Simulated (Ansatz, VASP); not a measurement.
# Cross-check of TiAl3 between VASP and Ansatz, part 2 of 2

Wanted: the spread between two codes on one cell, functional and k mesh. The cell is taken from a series of runs on this material, whose earlier steps may have relaxed, scaled, displaced or heated it; both programs get it as it stands.

VASP 6.6.1 and Ansatz 0.2.0.

So far: Starting point; VASP: zone-centre phonons, LDA.

## 2. VASP: zone-centre phonons, LDA (continued)

Level of this step: LDA; plane waves and PAW (Al, Ti_sv) (VASP).

Numbers of over 12 decimals in the logs are rounded to 6 here.

OUTCAR, selected parts (step 2):

```text
ion  position               nearest neighbor table
   1  0.500  0.500  0.000-   4 2.58   4 2.58   4 2.58   4 2.58   3 2.74   2 2.74   3 2.74   2 2.74
                             3 2.74   3 2.74   2 2.74   2 2.74
   2  0.750  0.250  0.500-   3 2.58   3 2.58   3 2.58   3 2.58   4 2.74   1 2.74   4 2.74   4 2.74
                             1 2.74   1 2.74   4 2.74   1 2.74
   3  0.250  0.750  0.500-   2 2.58   2 2.58   2 2.58   2 2.58   4 2.74   1 2.74   4 2.74   1 2.74
                             4 2.74   4 2.74   1 2.74   1 2.74
   4  0.000  0.000  0.000-   1 2.58   1 2.58   1 2.58   1 2.58   3 2.74   2 2.74   3 2.74   3 2.74
                             2 2.74   2 2.74   3 2.74   2 2.74

  LATTYP: Found a body centered tetragonal cell.
 ALAT       =     3.6508766640
 C/A-ratio  =     2.2401057126

 Subroutine GETGRP returns: Found 16 space group operations
 (whereof 16 operations were pure point group operations)

The static configuration has the point symmetry D_4h.

 Found    349 irreducible k-points:

   k-points           NKPTS =    349   k-points in BZ     NKDIM =    349   number of bands    NBANDS=     16

   dimension x,y,z NGX =    36 NGY =   36 NGZ =   36
   dimension x,y,z NGXF=    72 NGYF=   72 NGZF=   72

   ENCUT  =  500.0 eV  36.75 Ry    6.06 a.u.   8.82  8.82  8.82*2*pi/ulx,y,z

   NELECT =      21.0000    total number of electrons

 k-points in reciprocal lattice and weights: Automatic mesh
   0.00000000  0.00000000  0.00000000       0.000
   0.06250000 -0.00000000  0.00000000       0.002
   0.12500000 -0.00000000  0.00000000       0.002
   0.18750000 -0.00000000  0.00000000       0.002
   0.25000000 -0.00000000  0.00000000       0.002
   0.31250000  0.00000000  0.00000000       0.002
   0.37500000 -0.00000000  0.00000000       0.002
   0.43750000 -0.00000000  0.00000000       0.002
   0.50000000 -0.00000000  0.00000000       0.001
[...]
-0.43750000 -0.43750000  0.43750000       0.000
   0.50000000  0.50000000  0.50000000       0.000

 average (electrostatic) potential at core
       1 -68.1040       2 -67.9728       3 -67.9728       4 -70.3144

  Total        5.2714422      5.2714422      5.2645713      0.0000000     -0.0000000      0.0000000
  in kB      154.9565819    154.9565819    154.7546091      0.0000000     -0.0000000      0.0000000
  external PRESSURE =     154.8892576 kB  Pullay stress =       0.0000000 kB

  energy-cutoff  :      500.00
  volume of cell :       54.50
      direct lattice vectors                 reciprocal lattice vectors
    -1.825438332  1.825438332  4.089174836     0.000000000  0.273906815  0.122274058
     1.825438332 -1.825438332  4.089174836     0.273906815  0.000000000  0.122274058
     1.825438332  1.825438332 -4.089174836     0.273906815  0.273906815  0.000000000

 POSITION                                       TOTAL-FORCE (eV/Angst)
 -----------------------------------------------------------------------------------
      0.00000      0.00000      4.08917         0.000000     -0.000000      0.000000
      0.00000      1.82544      2.04459        -0.000000      0.000000      0.000000
      1.82544      0.00000      2.04459        -0.000000     -0.000000     -0.000000
      0.00000      0.00000      0.00000         0.000000     -0.000000      0.000000
 -----------------------------------------------------------------------------------
    total drift:                               -0.000000      0.000000      0.000000

 Eigenvectors and eigenvalues of the dynamical matrix
 ----------------------------------------------------

   1 f  =   12.361955 THz    77.672452 2PiTHz  412.350420 cm-1    51.124913 meV
             X         Y         Z           dx          dy          dz
      0.000000  0.000000  4.089175     0.230474   -0.764986    0.000000
      0.000000  1.825438  2.044587     0.000292   -0.000970   -0.000000
      1.825438  0.000000  2.044587     0.000292   -0.000970   -0.000000
      0.000000  0.000000  0.000000    -0.173485    0.575829    0.000000

   2 f  =   12.361955 THz    77.672452 2PiTHz  412.350420 cm-1    51.124913 meV
             X         Y         Z           dx          dy          dz
      0.000000  0.000000  4.089175     0.764986    0.230474    0.000000
      0.000000  1.825438  2.044587     0.000970    0.000292   -0.000000
      1.825438  0.000000  2.044587     0.000970    0.000292    0.000000
      0.000000  0.000000  0.000000    -0.575829   -0.173485    0.000000

   3 f  =   12.336121 THz    77.510136 2PiTHz  411.488713 cm-1    51.018075 meV
             X         Y         Z           dx          dy          dz
      0.000000  0.000000  4.089175     0.000000    0.000000   -0.000000
      0.000000  1.825438  2.044587    -0.123140    0.696302    0.000000
      1.825438  0.000000  2.044587     0.123140   -0.696302   -0.000000
      0.000000  0.000000  0.000000    -0.000000   -0.000000   -0.000000

   4 f  =   12.336121 THz    77.510136 2PiTHz  411.488713 cm-1    51.018075 meV
             X         Y         Z           dx          dy          dz
      0.000000  0.000000  4.089175     0.000000    0.000000   -0.000000
      0.000000  1.825438  2.044587     0.696302    0.123140    0.000000
      1.825438  0.000000  2.044587    -0.696302   -0.123140   -0.000000
      0.000000  0.000000  0.000000    -0.000000   -0.000000   -0.000000

   5 f  =   12.061291 THz    75.783325 2PiTHz  402.321353 cm-1    49.881468 meV
             X         Y         Z           dx          dy          dz
      0.000000  0.000000  4.089175    -0.000000    0.000000    0.402466
      0.000000  1.825438  2.044587     0.000000   -0.000000   -0.538868
      1.825438  0.000000  2.044587     0.000000   -0.000000   -0.538868
      0.000000  0.000000  0.000000     0.000000   -0.000000    0.507212

   6 f  =    9.159972 THz    57.553803 2PiTHz  305.543788 cm-1    37.882585 meV
             X         Y         Z           dx          dy          dz
      0.000000  0.000000  4.089175    -0.000000    0.000000    0.000000
      0.000000  1.825438  2.044587     0.000000   -0.000000    0.707107
      1.825438  0.000000  2.044587     0.000000   -0.000000   -0.707107
      0.000000  0.000000  0.000000    -0.000000    0.000000   -0.000000

   7 f  =    8.170425 THz    51.336293 2PiTHz  272.536033 cm-1    33.790146 meV
             X         Y         Z           dx          dy          dz
      0.000000  0.000000  4.089175    -0.256818   -0.293850    0.000000
      0.000000  1.825438  2.044587     0.354617    0.405751    0.000000
      1.825438  0.000000  2.044587     0.354617    0.405751   -0.000000
      0.000000  0.000000  0.000000    -0.339987   -0.389012    0.000000

   8 f  =    8.170425 THz    51.336293 2PiTHz  272.536033 cm-1    33.790146 meV
             X         Y         Z           dx          dy          dz
      0.000000  0.000000  4.089175    -0.293850    0.256818    0.000000
      0.000000  1.825438  2.044587     0.405751   -0.354617   -0.000000
      1.825438  0.000000  2.044587     0.405751   -0.354617    0.000000
      0.000000  0.000000  0.000000    -0.389012    0.339987   -0.000000

   9 f  =    7.265808 THz    45.652421 2PiTHz  242.361284 cm-1    30.048956 meV
             X         Y         Z           dx          dy          dz
      0.000000  0.000000  4.089175     0.000000   -0.000000    0.792416
      0.000000  1.825438  2.044587    -0.000000    0.000000    0.008905
      1.825438  0.000000  2.044587    -0.000000    0.000000    0.008905
      0.000000  0.000000  0.000000     0.000000   -0.000000   -0.609851

  10 f/i=    0.002946 THz     0.018510 2PiTHz    0.098266 cm-1     0.012183 meV
             X         Y         Z           dx          dy          dz
      0.000000  0.000000  4.089175     0.212982   -0.404986    0.000000
      0.000000  1.825438  2.044587     0.213102   -0.405214    0.000000
      1.825438  0.000000  2.044587     0.213102   -0.405214    0.000000
      0.000000  0.000000  0.000000     0.283663   -0.539386    0.000000

  11 f/i=    0.002946 THz     0.018510 2PiTHz    0.098266 cm-1     0.012183 meV
             X         Y         Z           dx          dy          dz
      0.000000  0.000000  4.089175    -0.404986   -0.212982    0.000000
      0.000000  1.825438  2.044587    -0.405214   -0.213102    0.000000
      1.825438  0.000000  2.044587    -0.405214   -0.213102    0.000000
      0.000000  0.000000  0.000000    -0.539386   -0.283663    0.000000

  12 f/i=    0.007583 THz     0.047643 2PiTHz    0.252928 cm-1     0.031359 meV
             X         Y         Z           dx          dy          dz
      0.000000  0.000000  4.089175    -0.000000   -0.000000   -0.458365
      0.000000  1.825438  2.044587    -0.000000   -0.000000   -0.457758
      1.825438  0.000000  2.044587    -0.000000   -0.000000   -0.457758
      0.000000  0.000000  0.000000    -0.000000   -0.000000   -0.608948

 ELASTIC MODULI CONTR FROM IONIC RELAXATION (kBar)
 Direction    XX          YY          ZZ          XY          YZ          ZX
 --------------------------------------------------------------------------------
 XX          -3.9341      3.9341      0.0000      0.0000      0.0000     -0.0000
 YY           3.9341     -3.9341      0.0000      0.0000     -0.0000      0.0000
 ZZ           0.0000      0.0000      0.0000      0.0000      0.0000      0.0000
 XY           0.0000      0.0000      0.0000      0.0000      0.0000      0.0000
 YZ           0.0000     -0.0000      0.0000      0.0000     -8.0520     -0.0000
 ZX          -0.0000      0.0000      0.0000      0.0000     -0.0000    -10.0111
 --------------------------------------------------------------------------------
```

## 3. Ansatz: zone-centre phonons, LDA

Ansatz runs on its PAW soft_1 files.

The same cell, functional (in two slightly different forms), mesh and smearing now go to Ansatz, which takes its cutoff from its data sets.

input.yaml reads:

```yaml
crystal:
  lattice:
    - [-1.825438332, 1.825438332, 4.0891748356]
    - [1.825438332, -1.825438332, 4.0891748356]
    - [1.825438332, 1.825438332, -4.0891748356]
  atoms:
    - { symbol: Al, position: [0.5, 0.5, 0.0] }
    - { symbol: Al, position: [0.75, 0.25, 0.5] }
    - { symbol: Al, position: [0.25, 0.75, 0.5] }
    - { symbol: Ti, position: [0.0, 0.0, 0.0] }
kpoints:
  mp_grid: { grid: [16, 16, 16] }
hamiltonian:
  xc: lda
  pseudopotentials: { kind: paw, azcp: { folder: soft_1 }, xc_functional: pbe }
scf:
  occupations: { method: methfessel_paxton, width: 0.2 }
output:
  eigenvalues: true
phonons:
  method: dfpt
```

Run with:

```
$ ansatz run input.yaml --threads 4 --pin off --max-ram 16384MiB --backend cpu --events-out ev --progress --plain --runs-dir out
```

The program printed:

```text
zone centre: on kpoints.mp_grid the ground state, and the responses unless they are solved on pairs of k-points, stand on 621 of the mesh's 4096 k-points, reduced under 4 symmetry operations, with k and −k counted as one. Each operation leaves every solved displacement unchanged or reverses it
Engine: ansatz 0.2.0, x86_64-unknown-linux-gnu
Pseudopotentials: kind: paw
Pseudopotential: Al, paw, valence charge 3, recommended cutoff 420 eV (normal), soft_1/Al.paw.azcp
Pseudopotential: Ti, paw, valence charge 12, recommended cutoff 420 eV (normal), soft_1/Ti.paw.azcp
Functional definition: SPW92
  exchange = slater_x
  correlation = pw_c
Crystal: 4 atoms, lattice volume = 54.504 Å³
Basis set: ecut = 420 eV, 1073 PW (Γ), exchange–correlation on 72×72×72 points (8 copies of the dense FFT grid, shifted against one another)
Bands: 15, of which v1, the nominal top of the filled ones, is band 11 counted from 1 (10 counted from 0)
Symmetry: 16 space group operations
k-points: 621 of 4096 (irreducible under 4 space group operations, time reversal used)
Non-local potential: Al, projectors of the file, l = 0: 2, l = 1: 2, l = 2: 1
Non-local potential: Ti, projectors of the file, l = 0: 3, l = 1: 2, l = 2: 3, l = 3: 1
PAW form: soft (Blöchl's): semilocal exchange-correlation on the pseudo side does not see the compensation charge
PAW frozen core: Al, regenerated for the run's functional, and the local potential with it (the file was generated under x = pbe(κ = 0.804, μ = 0.219515), c = pbe(β = 0.066725))
PAW frozen core: Ti, regenerated for the run's functional, and the local potential with it (the file was generated under x = pbe(κ = 0.804, μ = 0.219515), c = pbe(β = 0.066725))
PAW one-centre angular grid: Al, 110 points (default); XC on 64 Gauss nodes
PAW one-centre angular grid: Ti, 590 points (default); XC on 64 Gauss nodes
Initial density: superposition of atomic densities (chi_scale 0.1, normalization cell, long waves kept (reshape's long-wave potential 0.00 eV rms))
Initial wavefunctions: pseudopotential atomic-orbital guess
Functional: x = slater, c = lda
SCF iter   1: F=—  HF=-3990.802870 eV  |F-HF|=—  |Δ(HF+E_count)|=         —  Δρ=3.14e-2  dr2=6.74e-1  ethr=3.10e-3  ⟨swp⟩=5.2  Hψ=48665  notcnv=0
preconditioner: auto → Kerker (q_TF=auto, 2.327 Å⁻¹)  [metal: Δε(μ)=0.012 eV  Ē_g=6.083 eV  σ=0.200 eV  W_gap=0.05  n_scr=10 (ndim 8)  ℏωp=18.1 eV  f_vac=0.000  D(μ)=1.51/eV (n_scr^D=10)]
SCF iter   2: F=—  HF=-3990.519251 eV  |F-HF|=—  |Δ(HF+E_count)|=   2.84e-1  S|Δr|=    0.00e0  Δρ=2.01e-2  dr2=3.06e-1  ethr=3.10e-3  ⟨swp⟩=1.7  Hψ=14810  notcnv=0
SCF iter   3: F=—  HF=-3990.349475 eV  |F-HF|=—  |Δ(HF+E_count)|=   1.70e-1  S|Δr|=    0.00e0  Δρ=2.25e-3  dr2=2.40e-3  ethr=1.46e-3  ⟨swp⟩=2.7  Hψ=14632  notcnv=0
SCF iter   4: F=—  HF=-3990.348301 eV  |F-HF|=—  |Δ(HF+E_count)|=   1.17e-3  S|Δr|=    0.00e0  Δρ=5.98e-4  dr2=1.47e-4  ethr=1.14e-5  ⟨swp⟩=2.7  Hψ=15769  notcnv=0
SCF iter   5: F=—  HF=-3990.348232 eV  |F-HF|=—  |Δ(HF+E_count)|=   6.91e-5  S|Δr|=    0.00e0  Δρ=1.18e-4  dr2=1.00e-5  ethr=6.98e-7  ⟨swp⟩=2.0  Hψ=13427  notcnv=0
SCF iter   6: F=—  HF=-3990.348230 eV  |F-HF|=—  |Δ(HF+E_count)|=   2.57e-6  S|Δr|=    0.00e0  Δρ=1.80e-5  dr2=1.65e-7  ethr=4.78e-8  ⟨swp⟩=2.2  Hψ=11971  notcnv=0
SCF iter   7: F=—  HF=-3990.348229 eV  |F-HF|=—  |Δ(HF+E_count)|=   3.12e-7  S|Δr|=    0.00e0  Δρ=2.60e-6  dr2=3.43e-9  ethr=7.84e-10  ⟨swp⟩=2.6  Hψ=13721  notcnv=0
SCF iter   8: F=—  HF=-3990.348229 eV  |F-HF|=—  |Δ(HF+E_count)|=   1.04e-9  S|Δr|=    0.00e0  Δρ=5.78e-7  dr2=1.62e-10  ethr=1.64e-11  ⟨swp⟩=2.7  Hψ=15669  notcnv=0
SCF iter   9: F=-3990.348229 eV  HF=-3990.348229 eV  |F-HF|=1.82e-12  |Δ(HF+E_count)|=  3.82e-11  S|Δr|=    0.00e0  Δρ=1.20e-7  dr2=4.76e-12  ethr=1.00e-12  ⟨swp⟩=5.0  Hψ=34270  notcnv=0
SCF 1 converged in 9 iterations: F = -3990.348229 eV  dr2 = 4.76e-12
  greatest PAW one-centre occupation: 0.998 electrons in one spin orbital (limit 2), on the Ti atom at site 3 (counted from 0), in its partial waves of l = 0
DFPT response loops at Γ: preconditioner auto → Kerker (q_TF=auto, 2.327 Å⁻¹) (partly filled bands, converged f_vac=0.000); β = 1.00, the filter's whole step (`scf.mixing.beta` (0.50) is not read by the response loops under this deck's `scf.mixing.preconditioner`; to damp them name `kerker` or `kerker_dos`, under which they read `scf.mixing.beta`, and type it under 1.00, their step now; both keys bind the ground state too); Broyden in place of MSR1
SCF converged after 9 iterations
Stability not checked: this state was not tested for a lower state beside it, because cold or Methfessel-Paxton smearing, or corrected tetrahedra, fill the levels in a way that the test cannot read (fill_not_monotonic; see scf.lower_state_search)
Free energy (F): -3990.348229 eV
Harris-Foulkes:  -3990.348229 eV  (|F-HF|=1.82e-12)
Internal energy: -3990.348860 eV  (E = F + TS)
E sigma→0 (E₀):  -3990.348387 eV
Entropy (-TS):   0.000631 eV (0.158 meV/atom)
Fermi energy:    11.076181 eV
Step filling:    the computed levels leave a gap of 0.0037 eV = 0.0 smearing widths at the electron count; against every level under it full and every level over it empty, smearing changes F+E_penalty+E_count by +0.465 meV and its σ→0 estimate by +0.308 meV
--- Per-component energies (eV) ---
  E_band       = -117.847742
  E_kinetic    = 361.682911
  E_local      = -1186.034989  (includes V_loc(G=0)·N_el)
  E_nonlocal   = 101.194929
  E_hartree    = 517.542029
  E_xc         = -233.189021
  E_vxc        = -240.878393  (∫ρ·V_xc dr)
  E_paw        = -2331.999294  (= ΣΔE_a)
  E_vpaw       = -188.896140  (= ΣTr[D̂ρ^β])
  E_aug_tail   = -0.000096  (compensation charges beyond the density's cutoff)
  E_ewald      = -1220.038430
  E_core_change = 0.493100  (= ΣΔE_core)
  E_smearing   = 0.000631  (= −TS)
  E_closure    = -0.000000  (closes the sum)
  Σ components = -3990.348229   (vs F -3990.348229, Δ=0.00e0)
--- Band table (eV; the first three rows and the last of 621) ---
  k-point 0: bands = [... 7 lower, 9.3731, 9.7172, 9.7172, 12.0279, 13.1813, 13.1813, 13.4155, 14.4158]
  k-point 1: bands = [... 7 lower, 9.3018, 9.4771, 9.7675, 11.6271, 13.2734, 13.3093, 13.3184, 14.6243]
  k-point 2: bands = [... 7 lower, 8.9163, 9.1240, 9.8559, 10.8005, 13.1798, 13.4798, 13.5030, 14.8992]
  k-point 620: bands = [... 7 lower, 10.2632, 10.2632, 10.7766, 11.8242, 11.8242, 12.1861, 14.4241, 17.0383]
--- Phonons (Γ-DFPT): 6 representative perturbations + reference, on 621 of 4096 k-points (Σ response iterations 18) ---
  k mesh reduced under 4 symmetry operations, with k and −k counted as one. Each operation leaves every solved displacement unchanged or reverses it
  ASR residual: 3.811e-5 → 0.000e0 eV/Å²; symmetrization residual: 2.835e-6 eV/Å²
  ASR residual per site (eV/Å²): 2.31e-5 1.30e-5 1.30e-5 3.81e-5
  Γ frequencies (cm⁻¹): 0.00 0.00 0.00 241.71 272.01 272.01 305.00 400.89 409.95 409.95 411.47 411.47
  non-analytic LO–TO correction: not included (Born effective charges unavailable; polar crystals: no LO–TO splitting at Γ)
```

## 4. Differences

Known differences besides the potentials themselves: the two LDA forms differ slightly; the cutoff is 420 eV in Ansatz and 500 eV in VASP; VASP's log shows a relativistic correction to its local exchange, Ansatz's none. Total energies have different zeros and are not compared.

Compared:

```
                  quantity  Ansatz   VASP  difference
     optical mode 1 (cm⁻¹)   241.7  242.4     -0.27 %
optical mode 2 to 3 (cm⁻¹)   272.0  272.5     -0.19 %
     optical mode 4 (cm⁻¹)   305.0  305.5     -0.18 %
     optical mode 5 (cm⁻¹)   400.9  402.3     -0.36 %
optical mode 6 to 7 (cm⁻¹)   409.9  411.5     -0.37 %
optical mode 8 to 9 (cm⁻¹)   411.5  412.4     -0.21 %
```

Modes are paired by rising frequency, not by their patterns, so a pair may set unlike modes beside each other; they are those without the splitting of longitudinal modes.

## 5. Outcome

```
r.m.s. difference of the optical zone-centre modes, each program's sorted by frequency (zone-centre phonons, LDA) : 1.0 cm⁻¹
```

**Reading.** The r.m.s. difference of the optical zone-centre modes, each program's sorted by frequency is 1.0 cm⁻¹ (zone-centre phonons, LDA). Such differences can come from data sets, numerical settings and the points named under the comparisons, not from the functional's error against experiment.

[Lines on the potential files, build, host, timing and source positions are cut from VASP's logs without a mark.]

[Logs are printed without paths, hosts, clocks, repeated set-up lines and the standing remarks that a program may print on its own settings, such as how far it seeks lower states.]

[Hosts, paths, dates, database ids (printed as entryN), source tags and the programs' standing remarks are cut or masked in the printed files.]
